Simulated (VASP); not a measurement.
Runs of VASP 6.6.1 on N2. The cell holds a molecule in a box, 2 atoms: a = 10.000 Å, b = 10.500 Å, c = 11.000 Å, α = 90.00°, β = 90.00°, γ = 90.00°. 

| level | potentials or basis | cutoff (eV) | gap on the mesh (eV) |
| --- | --- | --- | --- |
| LDA | VASP PAW LDA potentials, release 64 (N) | 520 | 8.09 |
| PBE | VASP PAW PBE potentials, release 64 (N) | 520 | 8.07 |
| PBEsol | VASP PAW PBE potentials, release 64 (N) | 520 | (b) |
| PBEsol | VASP PAW PBE potentials, release 64 (N_s) | 400 | (a) |
| PBEsol | VASP PAW PBE potentials, release 64 (N) | 500 | 8.04 |

Alike in all rows: task relaxation of the atoms; no spin polarisation; cell atoms relaxed; k mesh 1 × 1 × 1; smearing gaussian 0.02 eV.

Q: Estimate the missing entries.

A: (a) 7.25; (b) 8.05.

Caveats: the standard files for N, O and F lose accuracy on very short bonds.

A k mesh can miss the band edges.

Not every run made on this cell is shown here.
